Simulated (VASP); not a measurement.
Here is the system:

```
CELL_PARAMETERS angstrom
      0.00000     2.63638     2.63638
      2.63638     0.00000     2.63638
      2.63638     2.63638     0.00000
ATOMIC_POSITIONS crystal
  In 0.00000 0.00000 0.00000
  P  0.25000 0.25000 0.25000
```

Method: PBEsol GGA, VASP's PBE PAW potentials (set 64) (plane waves; VASP). Settings: 500 eV cut-off, 9×9×9 Γ-centred mesh, Gaussian smearing of 0.050 eV, potentials In_d P.

Problem. Estimate the energy per atom (σ→0), pressure.

Solution. 
- energy per atom (σ→0): -3.834 eV/atom
- pressure: 45.10 GPa

Only differences to runs with the same potentials and settings are physical.

The structure was generated: InP was put into the zinc blende type (F-43m), which need not be its known phase. It was relaxed first under an external pressure of 45 GPa.
